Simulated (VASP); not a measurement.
Here is the system:

```yaml
crystal:
  lattice:
    - [-2.29163, 2.29163, 2.29163]
    - [2.29163, -2.29163, 2.29163]
    - [2.29163, 2.29163, -2.29163]
  atoms:
    - { symbol: Eu, position: [0.00000, 0.00000, 0.00000] }
```

The numbers are results of RPBE GGA, VASP's PBE PAW potentials (set 64) (plane waves; VASP 6.6.1), not measurements. Numerical set-up: 520 eV cut-off, 13×13×13 Γ-centred mesh, tetrahedra with Blöchl corrections, potentials Eu_2.

The 4f electrons are frozen in the core of the lanthanide potential, so 4f levels, which can set the real gap, and their magnetism are missing.

Problem. Estimate the energy per atom (σ→0), band gap (on the k-mesh) with the smallest direct gap where there is one.

Solution. 
The band gap (on the k-mesh) is none (metal, semimetal or under 0.01 eV) and the energy per atom (σ→0) comes out as -154.2 kJ/mol of atoms.

Total energies compare only between runs with the same potentials, cut-off and functional.

The compound is Eu in the bcc structure. It was relaxed first.
